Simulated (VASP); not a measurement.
Shape and ions are relaxed at each volume.

Given:

Space group P6/mmm (No. 191); a = b = 3.019 Å, c = 3.187 Å, α = β = 90.00°, γ = 120.00°

| atom | site | symmetry | x | y | z |
|---|---|---|---|---|---|
| Ti | 1a | 6/mmm | 0.0000 | 0.0000 | 0.0000 |
| B | 2d | -6m2 | 0.3333 | 0.6667 | 0.5000 |

These are PBEsol GGA, VASP's PBE PAW potentials (set 64) (plane waves; VASP) values and carry that method's errors. Numerical set-up: 520 eV cut-off, 12×12×10 Γ-centred mesh, first-order Methfessel-Paxton smearing of 0.10 eV, potentials Ti_sv B.

Give the energy at these volumes per atom, relative to the lowest: 7.88, 8.13, 8.38, 8.63, 8.88 Å³.

28.0, 6.8, 0.0, 5.6, 21.8 meV/atom. A third-order Birch-Murnaghan fit gives B0 = 262 GPa and B0′ = 3.9.

Measured: bulk modulus 240 GPa (computed value off by +9.0 %), as given by Synthesis of Binary Transition Metal Nitrides, Carbides and Borides from the Elements in the Laser-Heated Diamond …. The calculation is for a static lattice, while the measured bulk modulus holds thermal and zero-point effects, which are part of the difference.

The compound is TiB2 in the AlB2 type structure. It was relaxed first.
